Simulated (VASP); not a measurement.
```
AlGaN2
1.0
    3.14586     0.00000     0.00000
   -1.57293     2.72440     0.00000
    0.00000     0.00000     5.09545
Al Ga N
1 1 2
Direct
  0.00000   0.00000   0.99949
  0.66667   0.33333   0.49723
  0.66667   0.33333   0.11269
  0.00000   0.00000   0.62698
```

Computed with PBEsol GGA, VASP's PBE PAW potentials (set 64) (plane waves; VASP 6.6.1). Numerical set-up: 520 eV cut-off, Gaussian smearing of 0.050 eV, potentials Al Ga_d N.

### Question
Give the energies of bands 8 to 16 at the high-symmetry points, in eV from the valence-band maximum.

### Answer

```
band      Γ      M      K      A      L      H
----  -----  -----  -----  -----  -----  -----
8     -6.66  -6.15  -5.20  -4.23  -6.63  -6.15
9     -1.11  -4.68  -5.16  -3.10  -5.75  -5.00
10    -1.11  -3.89  -4.06  -0.91  -1.96  -4.25
11    -0.11  -2.48  -2.94  -0.91  -1.86  -3.99
12     0.00  -2.12  -2.67  -0.21  -1.64  -1.29
13     0.00  -0.87  -2.64  -0.21  -1.44  -1.11
14     2.84   5.11   4.85   4.87   4.43   6.53
15     5.46   5.77   8.21   5.59   4.99   6.83
16     9.63   6.74   8.27   8.92   7.73   7.17
```

The gap is direct, 2.84 eV, from the valence maximum at Γ to the conduction minimum at Γ.

The structure comes from a computed database's AlGaN2 entry (P3m1); how it stands against other phases isn't given here. It was relaxed first.
